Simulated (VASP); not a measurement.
An input for Quantum ESPRESSO's pw.x (written as the equivalent of a VASP run, and not itself run):

```
&CONTROL
  calculation = 'vc-relax'
  pseudo_dir = './pseudo'
  outdir = './out'
  tprnfor = .true.
  tstress = .true.
  nstep = 60
  forc_conv_thr = 0.00039
/
&SYSTEM
  ibrav = 0
  nat = 1
  ntyp = 1
  ecutwfc = 84
  occupations = 'smearing'
  smearing = 'methfessel-paxton'
  degauss = 0.00735
  input_dft = 'pbesol'
/
&ELECTRONS
  conv_thr = 7.3e-08
  electron_maxstep = 100
/
&IONS
/
&CELL
/
ATOMIC_SPECIES
  Pt 195.084 Pt.upf
CELL_PARAMETERS angstrom
     0.0000000    1.9600000    1.9600000
     1.9600000    0.0000000    1.9600000
     1.9600000    1.9600000    0.0000000
ATOMIC_POSITIONS crystal
  Pt   0.0000000  0.0000000  0.0000000
K_POINTS automatic
  14 14 14 0 0 0
```

Write the VASP files for the same calculation (PBEsol).

One answer among several that fit: 
KPOINTS:
```
Regular mesh
0
G
  14 14 14
```

POSCAR:
```
Pt
1
    0.0000000000     1.9600000000     1.9600000000
    1.9600000000     0.0000000000     1.9600000000
    1.9600000000     1.9600000000     0.0000000000
Pt
1
Direct
  0.0000000000   0.0000000000   0.0000000000
```

INCAR:
```
SYSTEM = Pt
PREC = Accurate
ENCUT = 400
EDIFF = 1E-6
NELM = 100
ALGO = Normal
LREAL = .FALSE.
LASPH = .TRUE.
ISMEAR = 1
SIGMA = 0.1
GGA = PS
LMAXMIX = 6
LWAVE = .FALSE.
LCHARG = .FALSE.
IBRION = 2
ISIF = 3
NSW = 60
EDIFFG = -0.01
```

POTCAR, in this order: Pt (PBE.64 set). Program: vasp_std.

What does not carry over: the potentials are each code's own (VASP's PAW set, PseudoDojo norm-conserving files in pw.x), so ENCUT and ecutwfc are chosen apart and not converted; conv_thr bounds pw.x's estimated SCF error, while EDIFF bounds the energy change between steps; forc_conv_thr acts on force components and is met together with etot_conv_thr.

The compound is Pt in the fcc structure. This run relaxes it. Symmetry was kept, so distortions that lower it aren't found.
